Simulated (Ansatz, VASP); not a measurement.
**Cu2BrCl in two plane-wave programs**

Wanted: the spread between two codes on one cell, functional and k mesh. The cell is taken from a series of runs on this material, whose earlier steps may have relaxed, scaled, displaced or heated it; both programs get it as it stands.

Calculated with Ansatz 0.2.0; plane waves, with VASP 6.6.1 beside it; relaxation of cell and atoms at LDA.

### 1. Set-up

Symmetry: R-3m, No. 166, trigonal system. Conventional cell: a = 3.592 Å, b = 3.592 Å, c = 17.399 Å, α = 90.00°, β = 90.00°, γ = 120.00°. Nearest to Cu lie 3 Cl at 2.48 Å and 3 Br at 2.58 Å. Nearest to Br lie 6 Cu at 2.58 Å. Cl has 6 Cu at 2.48 Å nearest. Farther neighbours and most contacts between anions are not listed.

### 2. Ansatz: relaxation of cell and atoms, LDA, pair 1

Ansatz runs on its default PAW (the set named soft_2) files.

The relaxed volume is the usual yardstick between codes: in a stiff, nearly cubic crystal its relative difference is about their pressure difference at one cell divided by the bulk modulus.

input.yaml

```yaml
crystal:
  lattice:
    - [1.7961625081, 1.0370149076, 5.7997378699]
    - [-1.7961625081, 1.0370149076, 5.7997378699]
    - [0.0, -2.0740298151, 5.7997378699]
  atoms:
    - { symbol: Cu, position: [0.2450526779, 0.2450526779, 0.2450526779] }
    - { symbol: Cu, position: [0.7549473221, 0.7549473221, 0.7549473221] }
    - { symbol: Br, position: [0.0, 0.0, 0.0] }
    - { symbol: Cl, position: [0.5, 0.5, 0.5] }
kpoints:
  mp_grid: { grid: [9, 9, 9] }
hamiltonian:
  xc: lda
scf:
  occupations: { method: gaussian, width: 0.01 }
output:
  forces: true
  stress: true
  eigenvalues: true
  write_density: true
  write_potential: true
  elf: true
  volumetric_format: npy
relax:
  adjacent_minimum: "off"
  f_tol: 0.005
  max_steps: 80
  cell: { stress_tol: 0.05 }
```

The run is started by

```console
> ansatz run input.yaml --threads 4 --pin off --max-ram 7168MiB --backend cpu --events-out ev --progress --plain --runs-dir out
```

Numbers of over 12 decimals in the logs are rounded to 6 here.

The program printed:

```text
basis.fft_grid_basis auto: the FFT boxes are laid along the combinations [[1, -1, 0], [0, 1, 0], [0, -1, 1]] of the cell's own vectors, 3.592, 6.159 and 3.592 Å long. The dense box has 25×45×25 points. Along the cell's own vectors, as sized, it would have 45×45×45, 3.24 times as many. Of the 12 symmetry operations that the crystal satisfies within crystal.symmetry.tolerance (time reversal apart; of a slab, those that [...]
Engine: ansatz 0.2.0, aarch64-unknown-linux-gnu
Pseudopotentials: kind: paw
Pseudopotential: Cu, paw, valence charge 19, recommended cutoff 420 eV (normal), Cu.paw.azcp
Pseudopotential: Br, paw, valence charge 7, recommended cutoff 420 eV (normal), Br.paw.azcp
Pseudopotential: Cl, paw, valence charge 7, recommended cutoff 420 eV (normal), Cl.paw.azcp
Functional definition: SPW92
  exchange = slater_x
  correlation = pw_c
Crystal: 4 atoms, lattice volume = 64.817 Å³
Basis set: ecut = 420 eV, 1243 PW (Γ), FFT grids on a1−a2, a2, −a2+a3
Bands: 32, of which v1, the nominal top of the filled ones, is band 26 counted from 1 (25 counted from 0)
Symmetry: 12 space group operations
Space group: R-3m (ITA 166), of the structure as read, at distance tolerance 4.0e-5 Å
k-points: 85 of 729
Non-local potential: Cu, projectors of the file, l = 0: 3, l = 1: 2, l = 2: 3, l = 3: 1
Non-local potential: Br, projectors of the file, l = 0: 2, l = 1: 2, l = 2: 2
Non-local potential: Cl, projectors of the file, l = 0: 2, l = 1: 2, l = 2: 2
PAW form: soft (Blöchl's): semilocal exchange-correlation on the pseudo side does not see the compensation charge
PAW frozen core: Cu, regenerated for the run's functional, and the local potential with it (the file was generated under x = pbe(κ = 0.804, μ = 0.219515), c = pbe(β = 0.066725))
PAW frozen core: Br, regenerated for the run's functional, and the local potential with it (the file was generated under x = pbe(κ = 0.804, μ = 0.219515), c = pbe(β = 0.066725))
PAW frozen core: Cl, regenerated for the run's functional, and the local potential with it (the file was generated under x = pbe(κ = 0.804, μ = 0.219515), c = pbe(β = 0.066725))
PAW one-centre angular grid: Cu, 590 points (default); XC on 64 Gauss nodes
PAW one-centre angular grid: Br, 110 points (default); XC on 64 Gauss nodes
PAW one-centre angular grid: Cl, 110 points (default); XC on 64 Gauss nodes
Initial density: superposition of atomic densities (neutral atoms: chi_scale 0, normalization atom), corrected by the library's trained network
Initial wavefunctions: pseudopotential atomic-orbital guess
Functional: x = slater, c = lda
SCF iter   1: F=—  HF=-16849.930714 eV  |F-HF|=—  |Δ(HF+E_count)|=         —  Δρ=1.64e-2  dr2=8.69e-2  ethr=1.77e-3  ⟨swp⟩=6.8  Hψ=11830  notcnv=0
preconditioner: auto → Resta (q_TF=auto, 2.630 Å⁻¹)  ε∞=9.1  [insulator: Δε(μ)=0.201 eV  Ē_g=9.716 eV  σ=0.010 eV  W_gap=1.00  n_scr=22 (ndim 8)  ℏωp=27.7 eV  f_vac=0.003  D(μ)=0.00/eV (n_scr^D=0)  ε∞_Penn≈9.1]
SCF iter   2: F=—  HF=-16849.918829 eV  |F-HF|=—  |Δ(HF+E_count)|=   1.19e-2  Δρ=8.06e-3  dr2=3.40e-2  ethr=1.67e-4  ⟨swp⟩=2.0  Hψ=5815  notcnv=0  defer=134
SCF iter   3: F=—  HF=-16849.907031 eV  |F-HF|=—  |Δ(HF+E_count)|=   1.18e-2  Δρ=4.06e-3  dr2=6.63e-3  ethr=6.53e-5  ⟨swp⟩=2.9  Hψ=5093  notcnv=0  defer=134
SCF iter   4: F=—  HF=-16849.904985 eV  |F-HF|=—  |Δ(HF+E_count)|=   2.05e-3  Δρ=7.17e-4  dr2=2.52e-4  ethr=1.28e-5  ⟨swp⟩=2.0  Hψ=4315  notcnv=0  defer=134
SCF iter   5: F=—  HF=-16849.904921 eV  |F-HF|=—  |Δ(HF+E_count)|=   6.33e-5  Δρ=1.34e-4  dr2=1.40e-5  ethr=4.85e-7  ⟨swp⟩=2.9  Hψ=4122  notcnv=0  defer=134
SCF iter   6: F=—  HF=-16849.904918 eV  |F-HF|=—  |Δ(HF+E_count)|=   3.55e-6  Δρ=1.89e-5  dr2=3.54e-7  ethr=2.70e-8  ⟨swp⟩=2.2  Hψ=3918  notcnv=0  defer=134
SCF iter   7: F=—  HF=-16849.904918 eV  |F-HF|=—  |Δ(HF+E_count)|=   6.57e-8  Δρ=1.98e-5  dr2=2.45e-7  ethr=1.92e-10  ⟨swp⟩=13.9  Hψ=21126  notcnv=0
SCF iter   8: F=-16849.904918 eV  HF=-16849.904918 eV  |F-HF|=7.20e-9  |Δ(HF+E_count)|=   3.07e-8  Δρ=3.25e-6  dr2=1.07e-8  ethr=1.92e-10  ⟨swp⟩=7.0  Hψ=17452  notcnv=0
SCF 1 converged in 8 iterations: F = -16849.904918 eV  dr2 = 1.07e-8
  greatest PAW one-centre occupation: 1.000 electrons in one spin orbital (limit 2), on the Cu atom at site 1 (counted from 0), in its partial waves of l = 1
relax step   1: F+E_penalty+E_count = -16849.90491798 eV  Δ(F+E_penalty+E_count) = +0.000e0 eV  max|allowed force component| = 1.708e-3 eV/Å  Δτ_max = 0.0000 Å  P = +0.012 GPa  Ω = 64.817 Å³  (8 SCF iters, dr2 threshold 1.00e-7 eV, accepted)
Initial density: handed on by an earlier stage of this run
Initial wavefunctions: pseudopotential atomic-orbital guess (no wavefunctions were taken with the density)
iter 1 solved again at ethr=1.15e-7 eV; its pass at ethr=3.10e-3 eV (dr2=5.97e-5 eV) is discarded
SCF iter   1: F=—  HF=-16849.904917 eV  |F-HF|=—  |Δ(HF+E_count)|=         —  Δρ=4.61e-6  dr2=1.60e-8  ethr=1.15e-7  ⟨swp⟩=4.0  Hψ=19986  notcnv=0
eigensolver tolerance schedule: the retry pair's looser diagonalisation over-reported the residual by 3724.84 of it (diagonalisation noise at 0.16 of the residual, at the tolerance the schedule requests for it); recorded, not acted on — ethr = c·dr2/N_el stays at c = 1.0e-1
preconditioner: auto → Resta (q_TF=auto, 2.630 Å⁻¹)  ε∞=9.0  [insulator: Δε(μ)=0.340 eV  Ē_g=9.797 eV  σ=0.010 eV  W_gap=1.00  n_scr=22 (ndim 8)  ℏωp=27.7 eV  f_vac=0.000  D(μ)=0.00/eV (n_scr^D=0)  ε∞_Penn≈9.0]
SCF iter   2: F=—  HF=-16849.904918 eV  |F-HF|=—  |Δ(HF+E_count)|=   1.41e-6  Δρ=2.08e-6  dr2=5.02e-9  ethr=3.08e-11  ⟨swp⟩=3.2  Hψ=6285  notcnv=0
SCF iter   3: F=—  HF=-16849.904918 eV  |F-HF|=—  |Δ(HF+E_count)|=  5.42e-10  Δρ=4.10e-6  dr2=6.66e-9  ethr=9.65e-12  ⟨swp⟩=2.0  Hψ=4853  notcnv=0
SCF iter   4: F=—  HF=-16849.904918 eV  |F-HF|=—  |Δ(HF+E_count)|=   1.99e-9  Δρ=7.02e-7  dr2=7.75e-10  ethr=9.65e-12  ⟨swp⟩=2.0  Hψ=3585  notcnv=0
SCF iter   5: F=—  HF=-16849.904918 eV  |F-HF|=—  |Δ(HF+E_count)|=  1.02e-10  Δρ=7.44e-7  dr2=2.69e-10  ethr=1.49e-12  ⟨swp⟩=2.1  Hψ=3956  notcnv=0
SCF iter   6: F=-16849.904918 eV  HF=-16849.904918 eV  |F-HF|=4.00e-11  |Δ(HF+E_count)|=  4.37e-11  Δρ=2.24e-7  dr2=2.07e-11  ethr=1.00e-12  ⟨swp⟩=5.3  Hψ=13208  notcnv=0
SCF 2 converged in 6 iterations: F = -16849.904918 eV  dr2 = 2.07e-11
relax step   2: F+E_penalty+E_count = -16849.90491798 eV  Δ(F+E_penalty+E_count) = -3.627e-9 eV  max|allowed force component| = 1.660e-3 eV/Å  Δτ_max = 0.0000 Å  P = +0.012 GPa  Ω = 64.817 Å³  stress off target by 3.45e-2 GPa  SCF on the basis re-selected at this cell (its energy is not comparable with the rows above)  (6 SCF iters)
basis re-selected at this cell: Δ(F+E_penalty+E_count) = -3.627e-9 eV, ΔP = -0.000 GPa vs the last step (what re-selecting the basis moved, of the pressure what is left beyond the Pulay correction that the steps carried, after the strain that the cell walked since its last selection, with what the two solves' SCF thresholds leave and, on support functions, any second-order correction that the steps lacked; it is no m [...]
SCF converged after 6 iterations
Free energy (F): -16849.904918 eV
Harris-Foulkes:  -16849.904918 eV  (|F-HF|=4.00e-11)
Internal energy: -16849.904918 eV  (E = F + TS)
E sigma→0 (E₀):  -16849.904918 eV
Fermi energy:    10.989916 eV
--- Per-component energies (eV) ---
  E_band       = -866.479576
  E_kinetic    = 901.435646
  E_local      = -10683.011835  (includes V_loc(G=0)·N_el)
  E_nonlocal   = 927.934287
  E_hartree    = 4707.049768
  E_xc         = -542.011387
  E_vxc        = -453.122802  (∫ρ·V_xc dr)
  E_paw        = -6004.739113  (= ΣΔE_a)
  E_vpaw       = -973.815373  (= ΣTr[D̂ρ^β])
  E_aug_tail   = 0.000499  (compensation charges beyond the density's cutoff)
  E_ewald      = -6157.859107
  E_core_change = 1.296323  (= ΣΔE_core)
  E_smearing   = -0.000000  (= −TS)
  E_closure    = 0.000000  (closes the sum)
  Σ components = -16849.904918   (vs F -16849.904918, Δ=0.00e0)
--- Forces (eV/Å), atoms counted from 1 ---
  atom   1  Cu     0.00000000    -0.00000000    -0.00166025
  atom   2  Cu    -0.00000000     0.00000000     0.00166025
  atom   3  Br     0.00000000     0.00000000     0.00000000
  atom   4  Cl    -0.00000000    -0.00000000    -0.00000000
  max |Σ_I F_I| component: 2.17e-19 eV/Å
--- Stress (GPa, compression-positive) ---
        0.034532       0.000000       0.000000
        0.000000       0.034532      -0.000000
        0.000000      -0.000000      -0.033673
  P = ⅓ Tr σ = 0.0118 GPa (0.118 kbar)
--- Band table (eV; the first three rows and the last of 85) ---
  k-point 0: bands = [... 22 lower, 9.0921, 9.2355, 10.8200, 10.8200, 11.1597, 13.5696, 16.3693, 16.3693, ... 2 higher]
  k-point 1: bands = [... 22 lower, 9.1001, 9.2359, 10.3104, 10.6798, 11.9459, 14.2638, 15.6115, 16.7659, ... 2 higher]
  k-point 2: bands = [... 22 lower, 9.2665, 9.6137, 9.6604, 10.3780, 13.4186, 14.1710, 16.1817, 17.5747, ... 2 higher]
  k-point 84: bands = [... 22 lower, 9.4542, 9.5096, 9.9900, 10.4212, 13.8408, 14.3325, 16.7643, 17.1368, ... 2 higher]
--- Relaxed structure (1 steps of the walk, 1 accepted, 1 SCFs on fresh bases) ---
  F+E_penalty+E_count = -16849.90491798 eV   max|allowed force component| = 1.660e-3 eV/Å   (the final SCF, on the basis selected at the relaxed cell)
  cell:  # Å, volume = 64.8172 Å³
    - [1.796163, 1.037015, 5.799738]
    - [-1.796163, 1.037015, 5.799738]
    - [0.0, -2.074030, 5.799738]
  atoms:
    - { symbol: Cu, position: [0.2450526779, 0.2450526779, 0.2450526779] }
    - { symbol: Cu, position: [0.7549473221, 0.7549473221, 0.754947] }
    - { symbol: Br, position: [0.0, 0.0, 0.0] }
    - { symbol: Cl, position: [0.5, 0.5, 0.5] }
```

Reading the cycles: dr2 is the Hartree energy of the density residual (eV), the measure of convergence; HF is the Harris–Foulkes estimate of the energy, which meets the free energy F at convergence.

### 3. VASP: relaxation of cell and atoms, LDA, pair 1

The same cell, functional (in two slightly different forms), mesh and smearing now go to VASP, with its own data sets.

Lines of VASP's logs that name or quote its potential files are left out, and so is its time.

INCAR

```
SYSTEM = Cu2BrCl
PREC = Accurate
ENCUT = 600
EDIFF = 1E-07
NELM = 120
ISMEAR = 0
SIGMA = 0.01
LREAL = .FALSE.
ALGO = Normal
GGA = PW92
NBANDS = 24
LASPH = .TRUE.
LORBIT = 11
LWAVE = .FALSE.
LCHARG = .FALSE.
ISIF = 3
IBRION = 2
NSW = 80
EDIFFG = -0.005
GGA_COMPAT = .FALSE.
NELMIN = 4
EFERMI = MIDGAP
KPAR = 2
```

POSCAR

```
Cu2BrCl
1.0
    1.7961630000      1.0370150000      5.7997380000
   -1.7961630000      1.0370150000      5.7997380000
    0.0000000000     -2.0740300000      5.7997380000
Cu Br Cl
2 1 1
Direct
    0.2450526788      0.2450526788      0.2450526788
    0.7549473212      0.7549473212      0.7549473212
    0.0000000000      0.0000000000      0.0000000000
    0.5000000000      0.5000000000      0.5000000000
```

KPOINTS

```
Automatic mesh
0
Gamma
9 9 9
0 0 0
```

PAW data sets: Cu, Br and Cl (LDA family, release 64).

The run is started by

```console
> mpirun -np 2 vasp_std
```

The program printed:

```text
[banner, memory and clock lines left out]
running    2 mpi-ranks, on    1 nodes
 distrk:  each k-point on    1 cores,    2 groups
 distr:  one band on    1 cores,    1 groups

 POSCAR found type information on POSCAR CuBrCl
 POSCAR found :  3 types and       4 ions
|                                                                             |
|               ----> ADVICE to this user running VASP <----                  |
|                                                                             |
|     You enforced a specific xc type in the INCAR file but a different       |
|     [... a line on the potential file left out ...]
|     I HOPE YOU KNOW WHAT YOU ARE DOING!                                     |
|                                                                             |

 LDA part: xc-table for (Slater(with rela. corr.)+PW92), standard interpolation
 POSCAR, INCAR and KPOINTS ok, starting setup
 FFT: planning ... GRIDC
 FFT: planning ... GRID_SOFT
 FFT: planning ... GRID
 WAVECAR not read
 entering main loop
       N       E                     dE             d eps       ncg     rms          rms(c)
DAV:   1     0.298080045269E+03    0.29808E+03   -0.18042E+04  4088   0.225E+03
DAV:   2     0.210787098244E+02   -0.27700E+03   -0.26619E+03  4120   0.399E+02
DAV:   3    -0.133913280685E+02   -0.34470E+02   -0.33549E+02  5704   0.151E+02
DAV:   4    -0.148276024024E+02   -0.14363E+01   -0.14318E+01  5264   0.299E+01
DAV:   5    -0.148708138234E+02   -0.43211E-01   -0.43183E-01  5840   0.462E+00    0.130E+01
DAV:   6    -0.146407955425E+02    0.23002E+00   -0.49839E+00  5896   0.472E+01    0.671E+00
DAV:   7    -0.145021684181E+02    0.13863E+00   -0.20458E+00  4448   0.346E+01    0.377E+00
DAV:   8    -0.144707738071E+02    0.31395E-01   -0.90049E-02  6440   0.724E+00    0.788E-01
DAV:   9    -0.144690078829E+02    0.17659E-02   -0.23749E-02  6792   0.280E+00    0.245E-01
DAV:  10    -0.144689294432E+02    0.78440E-04   -0.15840E-03  6696   0.542E-01    0.881E-02
DAV:  11    -0.144689400216E+02   -0.10578E-04   -0.80164E-05  6568   0.974E-02    0.703E-02
DAV:  12    -0.144689294359E+02    0.10586E-04   -0.13194E-04  6720   0.282E-01    0.324E-02
DAV:  13    -0.144689272107E+02    0.22252E-05   -0.15793E-05  6552   0.719E-02    0.178E-02
DAV:  14    -0.144689269742E+02    0.23644E-06   -0.20169E-06  6608   0.134E-02    0.525E-03
DAV:  15    -0.144689270449E+02   -0.70626E-07   -0.18389E-07  4376   0.603E-03
   1 F= -.14468927E+02 E0= -.14468927E+02  d E =-.144689E+02
[...]
2 F= -.14469075E+02 E0= -.14469075E+02  d E =-.148131E-03
[...]
3 F= -.14469074E+02 E0= -.14469074E+02  d E =-.147080E-03
[...]
4 F= -.14469082E+02 E0= -.14469082E+02  d E =-.745393E-05
 ZBRENT: can't locate minimum, use default step
 trial-energy change:   -0.000007  1 .order   -0.000007   -0.000008   -0.000007
 step:   3.9755(harm=  5.5189)  dis= 0.00117  next Energy=   -14.469097 (dE=-0.225E-04)
 bond charge predicted
       N       E                     dE             d eps       ncg     rms          rms(c)
DAV:   1    -0.144691342647E+02   -0.52693E-04   -0.11739E-02  4112   0.720E-01    0.606E-02
DAV:   2    -0.144691172232E+02    0.17042E-04   -0.33726E-04  6712   0.268E-01    0.324E-02
DAV:   3    -0.144691013166E+02    0.15907E-04   -0.43302E-05  6112   0.152E-01    0.175E-02
DAV:   4    -0.144690957713E+02    0.55452E-05   -0.14777E-05  6736   0.824E-02    0.311E-03
DAV:   5    -0.144690958490E+02   -0.77646E-07   -0.11867E-06  4720   0.102E-02    0.177E-03
DAV:   6    -0.144690958463E+02    0.26503E-08   -0.42949E-08  2968   0.344E-03
   5 F= -.14469096E+02 E0= -.14469096E+02  d E =-.217217E-04
 curvature:  -2.09 expect dE=-0.100E-04 dE for cont linesearch -0.231E-05
 trial: gam=-0.09831 g(F)=  0.274E-06 g(S)=  0.454E-05 ort = 0.278E-05 (trialstep = 0.159E+01)
 search vector abs. value=  0.434E-05
 reached required accuracy - stopping structural energy minimisation
```

From OUTCAR (step 3):

```text
ion  position               nearest neighbor table
   1  0.245  0.245  0.245-   4 2.48   4 2.48   4 2.48   3 2.58   3 2.58   3 2.58
   2  0.755  0.755  0.755-   4 2.48   4 2.48   4 2.48   3 2.58   3 2.58   3 2.58
   3  0.000  0.000  0.000-   2 2.58   1 2.58   2 2.58   2 2.58   1 2.58   1 2.58
   4  0.500  0.500  0.500-   1 2.48   2 2.48   1 2.48   1 2.48   2 2.48   2 2.48

  LATTYP: Found a trigonal (rhomboedric) cell.
 ALAT       =     6.1594287480
 COS(alpha) =     0.8299249466

 Subroutine GETGRP returns: Found 12 space group operations
 (whereof 12 operations were pure point group operations)

The static configuration has the point symmetry D_3d.

 Found     85 irreducible k-points:

   k-points           NKPTS =     85   k-points in BZ     NKDIM =     85   number of bands    NBANDS=     24

   dimension x,y,z NGX =    50 NGY =   50 NGZ =   50
   dimension x,y,z NGXF=   100 NGYF=  100 NGZF=  100

   ENCUT  =  600.0 eV  44.10 Ry    6.64 a.u.  12.30 12.30 12.30*2*pi/ulx,y,z

   NELECT =      36.0000    total number of electrons

 k-points in reciprocal lattice and weights: Automatic mesh
   0.00000000  0.00000000  0.00000000       0.001
   0.11111111  0.00000000 -0.00000000       0.008
   0.22222222  0.00000000  0.00000000       0.008
   0.33333333 -0.00000000 -0.00000000       0.008
   0.44444444  0.00000000  0.00000000       0.008
   0.11111111  0.11111111 -0.00000000       0.008
   0.22222222  0.11111111  0.00000000       0.016
   0.33333333  0.11111111 -0.00000000       0.016
   0.44444444  0.11111111  0.00000000       0.016
[...]
0.44444444  0.44444444  0.44444444       0.003
  -0.44444444  0.44444444  0.44444444       0.008

 average (electrostatic) potential at core
       1 -64.7823       2 -64.7823       3 -66.6529       4 -94.8821

 E-fermi :   6.3798

 k-point     1 :       0.0000    0.0000    0.0000
  band No.  band energies     occupation
    ...
     14       4.4719      2.00000
     15       4.4719      2.00000
     16       4.6156      2.00000
     17       6.1917      2.00000
     18       6.1917      2.00000
     19       6.5680      0.00000
     20       8.9700      0.00000
     21      11.7994      0.00000
     22      11.7994      0.00000
     23      13.5312      0.00000
    ...

 k-point     2 :       0.1111    0.0000   -0.0000
  band No.  band energies     occupation
    ...
     14       4.4694      2.00000
     15       4.4837      2.00000
     16       4.6147      2.00000
     17       5.6862      2.00000
     18       6.0526      2.00000
     19       7.3468      0.00000
     20       9.6630      0.00000
     21      11.0240      0.00000
     22      12.1977      0.00000
     23      14.2331      0.00000
    ...

 k-point     3 :       0.2222    0.0000    0.0000
  band No.  band energies     occupation
    ...
     14       4.5698      2.00000
     15       4.6440      2.00000
     16       4.9949      2.00000
     17       5.0376      2.00000
     18       5.7530      2.00000
     19       8.8125      0.00000
     20       9.5767      0.00000
     21      11.5784      0.00000
     22      13.0051      0.00000
     23      13.1517      0.00000
    ...

  Total        0.0133058      0.0133058      0.0047516      0.0000000     -0.0000000     -0.0000000
  in kB        0.3280062      0.3280060      0.1171325      0.0000000     -0.0000000     -0.0000000
  external PRESSURE =       0.2577149 kB  Pullay stress =       0.0000000 kB

  energy-cutoff  :      600.00
  volume of cell :       64.99
      direct lattice vectors                 reciprocal lattice vectors
     1.798591572  1.038417136  5.799804143     0.277995298  0.160500690  0.057473205
    -1.798591572  1.038417136  5.799804143    -0.277995298  0.160500690  0.057473205
    -0.000000000 -2.076834272  5.799804143     0.000000000 -0.321001380  0.057473205

 POSITION                                       TOTAL-FORCE (eV/Angst)
 -----------------------------------------------------------------------------------
     -0.00000      0.00000      4.26524        -0.000000      0.000000      0.001686
     -0.00000      0.00000     13.13417         0.000000      0.000000     -0.001686
      0.00000     -0.00000      0.00000         0.000000     -0.000000     -0.000000
     -0.00000      0.00000      8.69971        -0.000000     -0.000000     -0.000000
 -----------------------------------------------------------------------------------
    total drift:                                0.000000     -0.000000     -0.000000

  FREE ENERGIE OF THE ION-ELECTRON SYSTEM (eV)
  ---------------------------------------------------
  free  energy   TOTEN  =       -14.4690958463 eV

  energy  without entropy=      -14.4690958463  energy(sigma->0) =      -14.46909585

 reached required accuracy - stopping structural energy minimisation

 total charge
# of ion       s       p       d       tot
------------------------------------------
    1        0.279   0.226   9.402   9.908
    2        0.279   0.226   9.402   9.908
    3        1.617   3.206   0.062   4.885
    4        1.598   3.460   0.000   5.058
--------------------------------------------------
tot          3.773   7.119  18.867  29.758

[... 3 further parts left out ...]
```

This run has no spin polarisation, so a moment on Cu, if there is one, isn't seen.

[end of part 1 of 2]

[Lines on the potential files, build, host, timing and source positions are cut from VASP's logs without a mark.]

[Logs are printed without paths, hosts, clocks, repeated set-up lines and the standing remarks that a program may print on its own settings, such as how far it seeks lower states.]

[Hosts, paths, dates, database ids (printed as entryN), source tags and the programs' standing remarks are cut or masked in the printed files.]
